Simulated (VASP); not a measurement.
Input:

```
Bi2Te3
1.0
    2.15472     1.24403    10.48792
   -2.15472     1.24403    10.48792
    0.00000    -2.48806    10.48792
Bi Te
2 3
Direct
  0.60317   0.60317   0.60317
  0.39683   0.39683   0.39683
  0.78319   0.78319   0.78319
  0.21681   0.21681   0.21681
  0.00000   0.00000   0.00000
```

The numbers are results of LDA (Ceperley-Alder, Perdew-Zunger), VASP's LDA PAW potentials (set 64) (plane waves; VASP), not measurements. Numerical set-up: 300 eV cut-off, 5×5×5 Γ-centred mesh, Fermi-Dirac smearing of 0.050 eV, potentials Bi_d Te.

At this cut-off the stress carries a Pulay error, which pulls relaxed volumes low.

**Question.** Give the force on each atom (eV/Å).

**Answer.** 
```
atom     Fx     Fy      Fz
----  -----  -----  ------
Bi1   0.000  0.000   0.279
Bi2   0.000  0.000  -0.279
Te3   0.000  0.000   0.526
Te4   0.000  0.000  -0.526
Te5   0.000  0.000   0.000
```

**Question.** Give the stress tensor in GPa (positive for a compressed cell).

**Answer.** 
```
0.95  0.00  0.00
0.00  0.95  0.00
0.00  0.00  0.86
```
The pressure is its mean diagonal, 0.92 GPa.

The structure comes from a computed database's Bi2Te3 entry; how it stands against other phases isn't given here. The cell was not relaxed at this level.
